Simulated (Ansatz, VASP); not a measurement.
## H4C5 (C wire along [100], 25 atoms a period, H-terminated) in two plane-wave programs

Wanted: the spread between two codes on one cell, functional and k mesh. Of the first pair: The structure shown is the start of the Ansatz relaxation below; VASP solves that cell, so the two are compared at the walk's first step.

Program: Ansatz 0.2.0. Level of theory: plane waves, with VASP 6.6.1 beside it; single point at PBE. Results are calculated unless marked as measured.

## Step 1: The starting structure

The cell holds 45 atoms: 25 C and 20 H. Its edges and angles: a = 15.233 Å, b = 15.233 Å, c = 3.560 Å, α = 90.0°, β = 90.0°, γ = 90.0°. Vacuum lies along a and b. The structure's axis is c.

## Step 2: Ansatz: relaxation, PBE

Ansatz runs on its PAW soft_1 files.

The two programs are compared at the cell with which this relaxation starts, whose forces are those of its first step.

input.yaml reads:

```yaml
crystal:
  lattice:
    - [15.233, 0.0, 0.0]
    - [0.0, 15.233, 0.0]
    - [0.0, 0.0, 3.5604720752]
  atoms:
    - { symbol: C, position: [0.266804168, 0.500008685, 0.0] }
    - { symbol: C, position: [0.384169712, 0.384169712, 0.992805407] }
    - { symbol: C, position: [0.384169712, 0.615847659, 0.007194593] }
    - { symbol: C, position: [0.500008685, 0.266804168, 0.0] }
    - { symbol: C, position: [0.500008685, 0.500008685, 0.0] }
    - { symbol: C, position: [0.500008685, 0.733213202, 0.0] }
    - { symbol: C, position: [0.615847659, 0.384169712, 0.007194593] }
    - { symbol: C, position: [0.615847659, 0.615847659, 0.992805407] }
    - { symbol: C, position: [0.733213202, 0.500008685, 0.0] }
    - { symbol: H, position: [0.223134469, 0.458259074, 0.16423002] }
    - { symbol: H, position: [0.340995652, 0.340995652, 0.153206903] }
    - { symbol: H, position: [0.458259074, 0.223134469, 0.16423002] }
    - { symbol: H, position: [0.541758297, 0.776882902, 0.16423002] }
    - { symbol: H, position: [0.659021718, 0.659021718, 0.153206903] }
    - { symbol: H, position: [0.776882902, 0.541758297, 0.16423002] }
    - { symbol: C, position: [0.324884357, 0.557348168, 0.24357987] }
    - { symbol: C, position: [0.441033559, 0.441033559, 0.251820924] }
    - { symbol: C, position: [0.442669203, 0.675133014, 0.24357987] }
    - { symbol: C, position: [0.557348168, 0.324884357, 0.24357987] }
    - { symbol: C, position: [0.558983812, 0.558983812, 0.251820924] }
    - { symbol: C, position: [0.675133014, 0.442669203, 0.24357987] }
    - { symbol: H, position: [0.282452984, 0.600909407, 0.404861937] }
    - { symbol: H, position: [0.399107963, 0.717564387, 0.404861937] }
    - { symbol: H, position: [0.600909407, 0.282452984, 0.404861937] }
    - { symbol: H, position: [0.717564387, 0.399107963, 0.404861937] }
    - { symbol: C, position: [0.381898629, 0.500008685, 0.5] }
    - { symbol: C, position: [0.500008685, 0.381898629, 0.5] }
    - { symbol: C, position: [0.500008685, 0.618118742, 0.5] }
    - { symbol: C, position: [0.618118742, 0.500008685, 0.5] }
    - { symbol: H, position: [0.282452984, 0.399107963, 0.595138063] }
    - { symbol: H, position: [0.399107963, 0.282452984, 0.595138063] }
    - { symbol: H, position: [0.600909407, 0.717564387, 0.595138063] }
    - { symbol: H, position: [0.717564387, 0.600909407, 0.595138063] }
    - { symbol: C, position: [0.324884357, 0.442669203, 0.75642013] }
    - { symbol: C, position: [0.442669203, 0.324884357, 0.75642013] }
    - { symbol: C, position: [0.441033559, 0.558983812, 0.748179076] }
    - { symbol: C, position: [0.558983812, 0.441033559, 0.748179076] }
    - { symbol: C, position: [0.557348168, 0.675133014, 0.75642013] }
    - { symbol: C, position: [0.675133014, 0.557348168, 0.75642013] }
    - { symbol: H, position: [0.223134469, 0.541758297, 0.83576998] }
    - { symbol: H, position: [0.340995652, 0.659021718, 0.846793097] }
    - { symbol: H, position: [0.458259074, 0.776882902, 0.83576998] }
    - { symbol: H, position: [0.541758297, 0.223134469, 0.83576998] }
    - { symbol: H, position: [0.659021718, 0.340995652, 0.846793097] }
    - { symbol: H, position: [0.776882902, 0.458259074, 0.83576998] }
kpoints:
  mp_grid: { grid: [1, 1, 17] }
  band_path: { path: ["Γ", Z], npoints: 90 }
scf:
  occupations: { method: fermi_dirac, width: 0.05 }
hamiltonian:
  xc: pbe
  pseudopotentials: { kind: paw, azcp: { folder: soft_1 } }
relax:
  max_steps: 40
  f_tol: 0.02
output:
  stress: true
```

The run is started by

```sh
$ ansatz run input.yaml --threads 4 --pin off --max-ram 16384MiB --backend cpu --events-out ev --progress --plain --runs-dir out
```

Numbers of over 12 decimals in the logs are rounded to 6 here.

Output:

```text
Warning: output.stress: scf.convergence.dr2_threshold = 1e-7 eV (the SCF's general default) is looser than the 4.5e-9 eV advised for a printed stress (1e-10 eV for each atom of the cell: 45). What an SCF threshold leaves in a stress goes as its square root, and in the free energy as the threshold itself, and one threshold admits the most on a small cell: [figures from the program's tests cut] Every solve of this run  [...]
Engine: ansatz 0.2.0, aarch64-unknown-linux-gnu
Pseudopotentials: kind: paw
Pseudopotential: C, paw, valence charge 4, recommended cutoff 420 eV (normal), soft_1/C.paw.azcp
Pseudopotential: H, paw, valence charge 1, recommended cutoff 420 eV (normal), soft_1/H.paw.azcp
Functional definition: PBE
  parameter kappa = 0.804
  parameter beta = 0.066725
  exchange = pbe_x(kappa = kappa, mu = beta*pi^2/3)
  correlation = pbe_c(beta = beta)
Crystal: 45 atoms, lattice volume = 826.187 Å³
Basis set: ecut = 420 eV, 16019 PW (Γ), exchange–correlation on 216×216×48 points (8 copies of the dense FFT grid, shifted against one another)
Bands: 105, of which v1, the nominal top of the filled ones, is band 60 counted from 1 (59 counted from 0)
Symmetry: 8 space group operations
Space group: P-42m (ITA 111), of the structure as read, at distance tolerance 9.4e-5 Å
k-points: 9 of 17
Non-local potential: C, projectors of the file, l = 0: 2, l = 1: 2, l = 2: 1
Non-local potential: H, projectors of the file, l = 0: 2, l = 1: 1
PAW form: soft (Blöchl's): semilocal exchange-correlation on the pseudo side does not see the compensation charge
PAW one-centre angular grid: C, 110 points (default); XC on 64 Gauss nodes
PAW one-centre angular grid: H, 110 points (default); XC on 64 Gauss nodes
Initial density: superposition of atomic densities (neutral atoms: chi_scale 0, normalization atom)
Initial wavefunctions: pseudopotential atomic-orbital guess
Functional: x = pbe(κ = 0.804, μ = 0.219515), c = pbe(β = 0.066725)
SCF iter   1: F=—  HF=-6613.190630 eV  |F-HF|=—  |Δ(HF+E_count)|=         —  Δρ=8.08e-2  dr2=5.89e1  ethr=3.10e-3  ⟨swp⟩=7.9  Hψ=5265  notcnv=0  defer=150
preconditioner: auto → Resta (q_TF=auto, 1.978 Å⁻¹)  ε∞=1.7  [insulator: Δε(μ)=6.950 eV  Ē_g=17.396 eV  σ=0.050 eV  W_gap=1.00  n_scr=94 (ndim 8)  ℏωp=14.2 eV  f_vac=0.608  D(μ)=0.00/eV (n_scr^D=0)  ε∞_Penn≈1.7  vacuum switching on, ρ_ref=2.2e-2 e/Å³]
SCF iter   2: F=—  HF=-6594.573569 eV  |F-HF|=—  |Δ(HF+E_count)|=    1.86e1  Δρ=3.62e-2  dr2=7.05e0  ethr=3.10e-3  ⟨swp⟩=3.8  Hψ=2045  notcnv=0  defer=356
SCF iter   3: F=—  HF=-6592.622495 eV  |F-HF|=—  |Δ(HF+E_count)|=    1.95e0  Δρ=9.24e-3  dr2=7.17e-1  ethr=3.10e-3  ⟨swp⟩=3.1  Hψ=1072  notcnv=0  defer=356
SCF iter   4: F=—  HF=-6592.509680 eV  |F-HF|=—  |Δ(HF+E_count)|=   1.13e-1  Δρ=2.47e-3  dr2=1.08e-1  ethr=5.98e-4  ⟨swp⟩=3.7  Hψ=1682  notcnv=0  defer=352
SCF iter   5: F=—  HF=-6592.492952 eV  |F-HF|=—  |Δ(HF+E_count)|=   1.67e-2  Δρ=8.78e-4  dr2=3.90e-3  ethr=8.96e-5  ⟨swp⟩=2.0  Hψ=1005  notcnv=0  defer=352
SCF iter   6: F=—  HF=-6592.495987 eV  |F-HF|=—  |Δ(HF+E_count)|=   3.04e-3  Δρ=2.29e-4  dr2=1.73e-4  ethr=3.25e-6  ⟨swp⟩=2.0  Hψ=1301  notcnv=0  defer=352
SCF iter   7: F=—  HF=-6592.496305 eV  |F-HF|=—  |Δ(HF+E_count)|=   3.18e-4  Δρ=3.33e-5  dr2=7.20e-6  ethr=1.44e-7  ⟨swp⟩=2.0  Hψ=1253  notcnv=0  defer=352
SCF iter   8: F=-6592.496306 eV  HF=-6592.496306 eV  |F-HF|=4.74e-8  |Δ(HF+E_count)|=   1.28e-6  Δρ=9.26e-6  dr2=5.66e-7  ethr=6.00e-9  ⟨swp⟩=4.0  Hψ=2588  notcnv=0
SCF 1 converged in 8 iterations: F = -6592.496306 eV  dr2 = 5.66e-7
  greatest PAW one-centre occupation: 0.657 electrons in one spin orbital (limit 2), on the C atom at site 8 (counted from 0), in its partial waves of l = 0
relax step   1: F+E_penalty+E_count = -6592.49630632 eV  Δ(F+E_penalty+E_count) = +0.000e0 eV  max|allowed force component| = 3.169e-1 eV/Å  Δτ_max = 0.0000 Å  (8 SCF iters, dr2 threshold 1.00e-5 eV, accepted)
Initial density: handed on by an earlier stage of this run
Initial wavefunctions: those handed on with the density
[...]
atom  35  C     -0.00180087    -0.00307812     0.00656070
  atom  36  C      0.00310654    -0.00310654    -0.00352702
  atom  37  C     -0.00310654     0.00310654    -0.00352702
  atom  38  C      0.00180087     0.00307812     0.00656070
  atom  39  C      0.00307812     0.00180087     0.00656070
  atom  40  H      0.00164408    -0.00191497     0.00166305
  atom  41  H      0.00231036    -0.00231036     0.00248472
  atom  42  H      0.00191497    -0.00164408     0.00166305
  atom  43  H     -0.00191497     0.00164408     0.00166305
  atom  44  H     -0.00231036     0.00231036     0.00248472
  atom  45  H     -0.00164408     0.00191497     0.00166305
  max |Σ_I F_I| component: 2.60e-18 eV/Å
--- Stress (GPa, compression-positive) ---
       -0.017875       0.000000       0.000000
        0.000000      -0.017875      -0.000000
        0.000000       0.000000       3.610675
  P = ⅓ Tr σ = 1.1916 GPa (11.916 kbar)
--- Band table (eV; the first three rows and the last of 9) ---
  k-point 0: bands = [... 56 lower, -2.2932, -1.9417, -1.1680, -1.1680, 2.0504, 2.6260, 2.6260, 2.6351, ... 41 higher]
  k-point 1: bands = [... 56 lower, -2.3274, -1.8623, -1.2506, -1.2506, 2.0946, 2.6667, 2.6667, 2.6768, ... 41 higher]
  k-point 2: bands = [... 56 lower, -2.4274, -1.6961, -1.4796, -1.4796, 2.2227, 2.7863, 2.7863, 2.7989, ... 41 higher]
  k-point 8: bands = [... 56 lower, -3.1214, -2.7166, -2.6218, -2.6218, 4.2658, 4.7647, 4.8448, 4.8448, ... 41 higher]
--- Relaxed structure (5 steps of the walk, 5 accepted, 0 SCFs on fresh bases) ---
  F+E_penalty+E_count = -6592.62104098 eV   max|allowed force component| = 1.273e-2 eV/Å
  atoms:
    - { symbol: C, position: [0.265286, 0.500009, 0] }
    - { symbol: C, position: [0.383403, 0.383403, 0.994935] }
    - { symbol: C, position: [0.383403, 0.616615, 0.00506456] }
    - { symbol: C, position: [0.500009, 0.265286, 0] }
    - { symbol: C, position: [0.500009, 0.500009, 0] }
    - { symbol: C, position: [0.500009, 0.734732, 0] }
    - { symbol: C, position: [0.616615, 0.383403, 0.00506456] }
    - { symbol: C, position: [0.616615, 0.616615, 0.994935] }
    - { symbol: C, position: [0.734732, 0.500009, 0] }
    - { symbol: H, position: [0.221509, 0.459545, 0.174100] }
    - { symbol: H, position: [0.340824, 0.340824, 0.164846] }
    - { symbol: H, position: [0.459545, 0.221509, 0.174100] }
    - { symbol: H, position: [0.540473, 0.778508, 0.174100] }
    - { symbol: H, position: [0.659193, 0.659193, 0.164846] }
    - { symbol: H, position: [0.778508, 0.540473, 0.174100] }
    - { symbol: C, position: [0.323923, 0.557984, 0.244160] }
    - { symbol: C, position: [0.440890, 0.440890, 0.251446] }
    - { symbol: C, position: [0.442033, 0.676095, 0.244160] }
    - { symbol: C, position: [0.557984, 0.323923, 0.244160] }
    - { symbol: C, position: [0.559128, 0.559128, 0.251446] }
    - { symbol: C, position: [0.676095, 0.442033, 0.244160] }
    - { symbol: H, position: [0.282018, 0.600979, 0.414585] }
    - { symbol: H, position: [0.399039, 0.717999, 0.414585] }
    - { symbol: H, position: [0.600979, 0.282018, 0.414585] }
    - { symbol: H, position: [0.717999, 0.399039, 0.414585] }
    - { symbol: C, position: [0.381545, 0.500009, 0.500000] }
    - { symbol: C, position: [0.500009, 0.381545, 0.500000] }
    - { symbol: C, position: [0.500009, 0.618472, 0.500000] }
    - { symbol: C, position: [0.618472, 0.500009, 0.500000] }
    - { symbol: H, position: [0.282018, 0.399039, 0.585415] }
    - { symbol: H, position: [0.399039, 0.282018, 0.585415] }
    - { symbol: H, position: [0.600979, 0.717999, 0.585415] }
    - { symbol: H, position: [0.717999, 0.600979, 0.585415] }
    - { symbol: C, position: [0.323923, 0.442033, 0.755840] }
    - { symbol: C, position: [0.442033, 0.323923, 0.755840] }
    - { symbol: C, position: [0.440890, 0.559128, 0.748554] }
    - { symbol: C, position: [0.559128, 0.440890, 0.748554] }
    - { symbol: C, position: [0.557984, 0.676095, 0.755840] }
    - { symbol: C, position: [0.676095, 0.557984, 0.755840] }
    - { symbol: H, position: [0.221509, 0.540473, 0.825900] }
    - { symbol: H, position: [0.340824, 0.659193, 0.835154] }
    - { symbol: H, position: [0.459545, 0.778508, 0.825900] }
    - { symbol: H, position: [0.540473, 0.221509, 0.825900] }
    - { symbol: H, position: [0.659193, 0.340824, 0.835154] }
    - { symbol: H, position: [0.778508, 0.459545, 0.825900] }
```

In the SCF lines HF is the Harris–Foulkes energy and dr2 the Hartree energy of the density residual, in eV; the loop may stop once dr2 is under the threshold and the program's other checks hold. Hψ counts applications of the Hamiltonian.

## Step 3: VASP: single point, PBE, start cell, pair 1

The same cell, functional, mesh and smearing now go to VASP, with its own data sets.

Lines of VASP's logs that name or quote its potential files are left out, and so is its time.

INCAR reads:

```
SYSTEM = H4C5
PREC = Accurate
ENCUT = 520
EDIFF = 1E-06
NELM = 120
ISMEAR = -1
SIGMA = 0.05
LREAL = Auto
ALGO = Normal
GGA = PE
NBANDS = 96
LORBIT = 11
LWAVE = .FALSE.
LCHARG = .FALSE.
ISIF = 2
LASPH = .TRUE.
GGA_COMPAT = .FALSE.
EFERMI = MIDGAP
KPAR = 8
```

POSCAR reads:

```
H4C5
1.0
   15.2330000000      0.0000000000      0.0000000000
    0.0000000000     15.2330000000      0.0000000000
    0.0000000000      0.0000000000      3.5604720752
C H
25 20
Direct
    0.2668041423      0.5000086654      0.9999999895
    0.3841696974      0.3841696974      0.9928054273
    0.3841696974      0.6158476334      0.0071945516
    0.5000086654      0.2668041423      0.9999999895
    0.5000086654      0.5000086654      0.9999999895
    0.5000086654      0.7332131885      0.9999999895
    0.6158476334      0.3841696974      0.0071945516
    0.6158476334      0.6158476334      0.9928054273
    0.7332131885      0.5000086654      0.9999999895
    0.3248843301      0.5573481586      0.2435797787
    0.4410335456      0.4410335456      0.2518208207
    0.4426691722      0.6751330007      0.2435797787
    0.5573481586      0.3248843301      0.2435797787
    0.5589837852      0.5589837852      0.2518208207
    0.6751330007      0.4426691722      0.2435797787
    0.3818986083      0.5000086654      0.4999999895
    0.5000086654      0.3818986083      0.4999999895
    0.5000086654      0.6181187225      0.4999999895
    0.6181187225      0.5000086654      0.4999999895
    0.3248843301      0.4426691722      0.7564202002
    0.4426691722      0.3248843301      0.7564202002
    0.4410335456      0.5589837852      0.7481791582
    0.5589837852      0.4410335456      0.7481791582
    0.5573481586      0.6751330007      0.7564202002
    0.6751330007      0.5573481586      0.7564202002
    0.2231344450      0.4582590429      0.1642299076
    0.3409956345      0.3409956345      0.1532069311
    0.4582590429      0.2231344450      0.1642299076
    0.5417582879      0.7768828858      0.1642299076
    0.6590216963      0.6590216963      0.1532069311
    0.7768828858      0.5417582879      0.1642299076
    0.2824529640      0.6009093744      0.4048620435
    0.3991079564      0.7175643668      0.4048620435
    0.6009093744      0.2824529640      0.4048620435
    0.7175643668      0.3991079564      0.4048620435
    0.2824529640      0.3991079564      0.5951379355
    0.3991079564      0.2824529640      0.5951379355
    0.6009093744      0.7175643668      0.5951379355
    0.7175643668      0.6009093744      0.5951379355
    0.2231344450      0.5417582879      0.8357700713
    0.3409956345      0.6590216963      0.8467930478
    0.4582590429      0.7768828858      0.8357700713
    0.5417582879      0.2231344450      0.8357700713
    0.6590216963      0.3409956345      0.8467930478
    0.7768828858      0.4582590429      0.8357700713
```

KPOINTS reads:

```
Automatic mesh
0
Gamma
1 1 17
0 0 0
```

The projector-augmented-wave data sets are C and H (PBE family, release 64).

The run is started by

```sh
$ mpirun -np 8 vasp_std
```

Output:

```text
[banner, memory and clock lines left out]
running    8 mpi-ranks, on    1 nodes
[...]
|                                                                             |
|           W    W    AA    RRRRR   N    N  II  N    N   GGGG   !!!           |
|           W    W   A  A   R    R  NN   N  II  NN   N  G    G  !!!           |
|           W    W  A    A  R    R  N N  N  II  N N  N  G       !!!           |
|           W WW W  AAAAAA  RRRRR   N  N N  II  N  N N  G  GGG   !            |
|           WW  WW  A    A  R   R   N   NN  II  N   NN  G    G                |
|           W    W  A    A  R    R  N    N  II  N    N   GGGG   !!!           |
|                                                                             |
|     For optimal performance we recommend to set                             |
|       NCORE = 2 up to number-of-cores-per-socket                            |
|     NCORE specifies how many cores store one orbital (NPAR=cpu/NCORE).      |
|     This setting can greatly improve the performance of VASP for DFT.       |
|     The default, NCORE=1 might be grossly inefficient on modern             |
|     multi-core architectures or massively parallel machines. Do your        |
|     Unfortunately you need to use the default for GW and RPA                |
|     calculations (for HF NCORE is supported but not extensively tested      |
|     yet).                                                                   |
|                                                                             |

 LDA part: xc-table for (Slater+PW92), standard interpolation
 POSCAR, INCAR and KPOINTS ok, starting setup
[...]
entering main loop
       N       E                     dE             d eps       ncg     rms          rms(c)
DAV:   1     0.876222055977E+03    0.87622E+03   -0.48197E+04  1760   0.100E+03
DAV:   2    -0.184210272944E+03   -0.10604E+04   -0.10000E+04  2520   0.248E+02
DAV:   3    -0.318333708300E+03   -0.13412E+03   -0.13324E+03  2240   0.890E+01
DAV:   4    -0.322135454201E+03   -0.38017E+01   -0.37903E+01  2360   0.178E+01
[...]
DAV:  24    -0.299865500322E+03   -0.16766E-05   -0.62945E-08  1608   0.746E-04    0.249E-04
DAV:  25    -0.299865501823E+03   -0.15004E-05   -0.69256E-08  1456   0.606E-04    0.213E-04
DAV:  26    -0.299865502085E+03   -0.26262E-06   -0.15599E-08  1544   0.425E-04
   1 F= -.29986550E+03 E0= -.29986550E+03  d E =-.115960E-13
```

From OUTCAR (step 3):

```text
  Total        5.5635457      5.5635457     27.2563694      0.0000000      0.0000000     -0.0000000
  in kB       10.7890642     10.7890642     52.8567093      0.0000000      0.0000000     -0.0000000
  external PRESSURE =      24.8116126 kB  Pullay stress =       0.0000000 kB

 POSITION                                       TOTAL-FORCE (eV/Angst)
 -----------------------------------------------------------------------------------
      4.06423      7.61663      3.56047         0.016987      0.000000     -0.000000
      5.85206      5.85206      3.53486         0.005323      0.005323      0.180898
      5.85206      9.38121      0.02562         0.005323     -0.005323     -0.180898
      7.61663      4.06423      3.56047        -0.000000      0.016987     -0.000000
      7.61663      7.61663      3.56047        -0.000000      0.000000      0.000000
      7.61663     11.16904      3.56047        -0.000000     -0.016987     -0.000000
      9.38121      5.85206      0.02562        -0.005323      0.005323     -0.180898
      9.38121      9.38121      3.53486        -0.005323     -0.005323      0.180898
     11.16904      7.61663      3.56047        -0.016987      0.000000     -0.000000
      4.94896      8.49008      0.86726         0.024357      0.031497      0.168174
      6.71826      6.71826      0.89660         0.045869      0.045869     -0.012864
      6.74318     10.28430      0.86726        -0.031497     -0.024357      0.168174
      8.49008      4.94896      0.86726         0.031497      0.024357      0.168174
      8.51500      8.51500      0.89660        -0.045869     -0.045869     -0.012864
[...]
-----------------------------------------------------------------------------------
    total drift:                                0.000001      0.000001      0.000304

  FREE ENERGIE OF THE ION-ELECTRON SYSTEM (eV)
  ---------------------------------------------------
  free  energy   TOTEN  =      -299.8655020853 eV

  energy  without entropy=     -299.8655020853  energy(sigma->0) =     -299.86550209

[... 3 further parts left out ...]
[key lines of the parts left out:]
E-fermi :  -0.2451
```

## Step 4: Comparison

Known differences besides the potentials themselves: the cutoff is 420 eV in Ansatz and 520 eV in VASP (PREC = Accurate, projectors in real space). Total energies have different zeros and are not compared.

Forces on 10 of the 45 atoms, those with the largest forces and the largest differences (eV/Å; atoms numbered as in POSCAR):

```csv
atom,"Ansatz x, y, z","VASP x, y, z"
H26,"-0.157, -0.082, 0.317","-0.173, -0.095, 0.328"
H27,"-0.109, -0.109, 0.299","-0.124, -0.124, 0.310"
H28,"-0.082, -0.157, 0.317","-0.095, -0.173, 0.328"
H29,"0.082, 0.157, 0.317","0.095, 0.173, 0.328"
H30,"0.109, 0.109, 0.299","0.124, 0.124, 0.310"
H31,"0.157, 0.082, 0.317","0.173, 0.095, 0.328"
H41,"-0.109, 0.109, -0.299","-0.124, 0.124, -0.310"
H42,"-0.082, 0.157, -0.317","-0.095, 0.173, -0.328"
H43,"0.082, -0.157, -0.317","0.095, -0.173, -0.328"
H45,"0.157, -0.082, -0.317","0.173, -0.095, -0.328"
```

The forces differ by 11 meV/Å r.m.s., which is 7.1 % of the r.m.s. force of 0.152 eV/Å (both taken over all components).

(Part 1 of 2 ends here.)

[Lines on the potential files, build, host, timing and source positions are cut from VASP's logs without a mark.]

[Logs are printed without paths, hosts, clocks, repeated set-up lines and the standing remarks that a program may print on its own settings, such as how far it seeks lower states.]

[Hosts, paths, dates, database ids (printed as entryN), source tags and the programs' standing remarks are cut or masked in the printed files.]
